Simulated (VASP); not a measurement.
Calculation: LDA (Ceperley-Alder, Perdew-Zunger), VASP's LDA PAW potentials (set 64) (plane waves; VASP).

A VASP calculation is set up with these files.

File KPOINTS:
```
Automatic mesh
0
Gamma
4 4 4
0 0 0
```

POSCAR:
```
CsPbBr3
1
    5.7790495137    -0.0000000000     0.0000000000
   -0.0000000000     5.7790495137     0.0000000000
    0.0000000000     0.0000000000     5.7790495137
Cs Pb Br
1 1 3
Direct
  0.0000000000   0.0000000000   0.0000000000
  0.5000000000   0.5000000000   0.5000000000
  0.5000000000   0.0000000000   0.5000000000
  0.0000000000   0.5000000000   0.5000000000
  0.5000000000   0.5000000000   0.0000000000
```

INCAR:
```
# general
SYSTEM =CsPbBr3
PREC   =Accurate
ENCUT  =400   # plane-wave cut-off (eV)
LREAL  =.FALSE.
LASPH  =.TRUE.   # aspherical one-centre terms

# electronic loop
EDIFF  =1E-8   # SCF stop (eV)
NELM   =100   # most electronic steps
ALGO   =Normal   # blocked Davidson
LMAXMIX=4   # l cut-off of mixed one-centre charges

# smearing
ISMEAR =0
SIGMA  =0.05   # width (eV)

# ions
IBRION =1   # quasi-Newton
NSW    =30   # most ionic steps
ISIF   =2   # forces and stress, cell fixed
EDIFFG =-0.001   # ionic stop

# output
LWAVE  =.FALSE.
LCHARG =.FALSE.
```

POTCAR, in this order: Cs_sv Pb_d Br (LDA.64 set). Program: vasp_std.

The resulting files:

**OUTCAR**
```
 ion  position               nearest neighbor table
   1  0.000  0.000  0.000-
   2  0.500  0.500  0.500-   3 2.89   4 2.89   5 2.89   5 2.89   3 2.89   4 2.89
   3  0.500  0.000  0.500-   2 2.89   2 2.89
   4  0.000  0.500  0.500-   2 2.89   2 2.89
   5  0.500  0.500  0.000-   2 2.89   2 2.89
  LATTYP: Found a simple cubic cell.
 ALAT       =     5.7790495137
 Subroutine PRICEL returns:
 Original cell was already a primitive cell.
 Subroutine GETGRP returns: Found 48 space group operations
The static configuration has the point symmetry O_h .
The dynamic configuration has the point symmetry O_h .
 Subroutine INISYM returns: Found 48 space group operations
 Subroutine IBZKPT returns following result:
 Found     10 irreducible k-points:

 Following reciprocal coordinates:
            Coordinates               Weight
  0.000000  0.000000  0.000000      1.000000
  0.250000  0.000000  0.000000      6.000000
  0.500000  0.000000  0.000000      3.000000
  0.250000  0.250000  0.000000     12.000000
  0.500000  0.250000  0.000000     12.000000
  0.500000  0.500000  0.000000      3.000000
...
```

### OSZICAR
```
       N       E                     dE             d eps       ncg     rms          rms(c)
DAV:   1     0.373593572949E+03    0.37359E+03   -0.16739E+04   520   0.125E+03
DAV:   2     0.229079987018E+02   -0.35069E+03   -0.34443E+03   654   0.313E+02
DAV:   3    -0.168462047570E+02   -0.39754E+02   -0.39601E+02   622   0.115E+02
DAV:   4    -0.182726698587E+02   -0.14265E+01   -0.14230E+01   680   0.296E+01
DAV:   5    -0.183100057624E+02   -0.37336E-01   -0.37317E-01   640   0.373E+00    0.458E+00
DAV:   6    -0.178594667476E+02    0.45054E+00   -0.85431E-01   760   0.946E+00    0.278E+00
DAV:   7    -0.178055845336E+02    0.53882E-01   -0.39632E-01   768   0.392E+00    0.966E-01
DAV:   8    -0.178036647229E+02    0.19198E-02   -0.51480E-02   734   0.196E+00    0.160E-01
DAV:   9    -0.178026088396E+02    0.10559E-02   -0.71240E-03   746   0.709E-01    0.871E-02
DAV:  10    -0.178026131246E+02   -0.42849E-05   -0.56532E-04   664   0.163E-01    0.220E-02
DAV:  11    -0.178026173801E+02   -0.42555E-05   -0.59837E-05   750   0.581E-02    0.100E-02
DAV:  12    -0.178026168029E+02    0.57722E-06   -0.85468E-06   704   0.358E-02    0.476E-03
DAV:  13    -0.178026163950E+02    0.40785E-06   -0.14706E-06   748   0.128E-02    0.240E-03
DAV:  14    -0.178026163552E+02    0.39826E-07   -0.43819E-07   746   0.595E-03    0.562E-04
DAV:  15    -0.178026163516E+02    0.36275E-08   -0.40960E-08   618   0.185E-03
   1 F= -.17802616E+02 E0= -.17802616E+02  d E =-.178026E+02
```

File OUTCAR:
```
------------------------ aborting loop because EDIFF is reached ----------------------------------------
  FORCE on cell =-STRESS in cart. coord.  units (eV):
  Direction    XX          YY          ZZ          XY          YZ          ZX
  --------------------------------------------------------------------------------------
  Total        0.0572979      0.0572979      0.0572979      0.0000000      0.0000000      0.0000000
  in kB        0.4756419      0.4756419      0.4756419      0.0000000      0.0000000      0.0000000
  external PRESSURE =       0.4756419 kB  Pullay stress =       0.0000000 kB
  volume of cell :      193.01
      direct lattice vectors                 reciprocal lattice vectors
     5.779049514  0.000000000  0.000000000     0.173038836  0.000000000  0.000000000
     0.000000000  5.779049514  0.000000000     0.000000000  0.173038836  0.000000000
     0.000000000  0.000000000  5.779049514     0.000000000  0.000000000  0.173038836
 POSITION                                       TOTAL-FORCE (eV/Angst)
 -----------------------------------------------------------------------------------
      0.00000      0.00000      0.00000         0.000000      0.000000      0.000000
      2.88952      2.88952      2.88952         0.000000      0.000000      0.000000
      2.88952      0.00000      2.88952         0.000000      0.000000      0.000000
      0.00000      2.88952      2.88952         0.000000      0.000000      0.000000
      2.88952      2.88952      0.00000         0.000000      0.000000      0.000000
 -----------------------------------------------------------------------------------
    total drift:                                0.000000      0.000000     -0.000000
  FREE ENERGIE OF THE ION-ELECTRON SYSTEM (eV)
  ---------------------------------------------------
  free  energy   TOTEN  =       -17.8026163516 eV

  energy  without entropy=      -17.8026163516  energy(sigma->0) =      -17.80261635

 reached required accuracy - stopping structural energy minimisation
```
(Selected blocks of OUTCAR.)

### OUTCAR
```
 val. band max:        1.7295054580   @ k =   0.5000   0.5000   0.5000

 cond. band min:       2.8756157391   @ k =   0.5000   0.5000   0.5000


 Fermi energy:         2.0146028789

 k-point     1 :       0.0000    0.0000    0.0000
  band No.  band energies     occupation
      1     -19.8850      2.00000
      2     -15.3626      2.00000
      3     -15.3626      2.00000
      4     -15.1374      2.00000
      5     -15.1374      2.00000
      6     -15.1374      2.00000
      7     -13.5323      2.00000
      8     -12.6599      2.00000
      9     -12.6599      2.00000
     10      -6.6957      2.00000
     11      -6.6957      2.00000
     12      -6.6957      2.00000
     13      -5.4923      2.00000
     14      -3.1132      2.00000
     15      -3.1132      2.00000
     16      -3.1132      2.00000
     17      -0.7681      2.00000
     18      -0.7681      2.00000
     19      -0.7681      2.00000
     20      -0.6221      2.00000
     21      -0.6221      2.00000
     22      -0.6221      2.00000
     23       4.1481      0.00000
     24       5.2414      0.00000
     25       5.2414      0.00000
     26       6.0704      0.00000

 k-point     2 :       0.2500    0.0000    0.0000
  band No.  band energies     occupation
      1     -19.8842      2.00000
      2     -15.3626      2.00000
      3     -15.3209      2.00000
      4     -15.1382      2.00000
      5     -15.1382      2.00000
      6     -15.1375      2.00000
      7     -13.4522      2.00000
      8     -12.8184      2.00000
      9     -12.6587      2.00000
     10      -6.6862      2.00000
     11      -6.6862      2.00000
     12      -6.6858      2.00000
     13      -6.0222      2.00000
     14      -3.0681      2.00000
     15      -3.0681      2.00000
     16      -2.0812      2.00000
     17      -0.8528      2.00000
     18      -0.8435      2.00000
     19      -0.8435      2.00000
     20      -0.6947      2.00000
     21      -0.6947      2.00000
     22      -0.5862      2.00000
...
```

Unless said otherwise, spin-orbit coupling is left out, though it shifts the bands of the heavy elements here.

The compound is CsPbBr3 in the cubic perovskite structure, the ideal cubic form; the compound distorts at low or room temperature. It was relaxed first. The start is the result of an earlier pass.
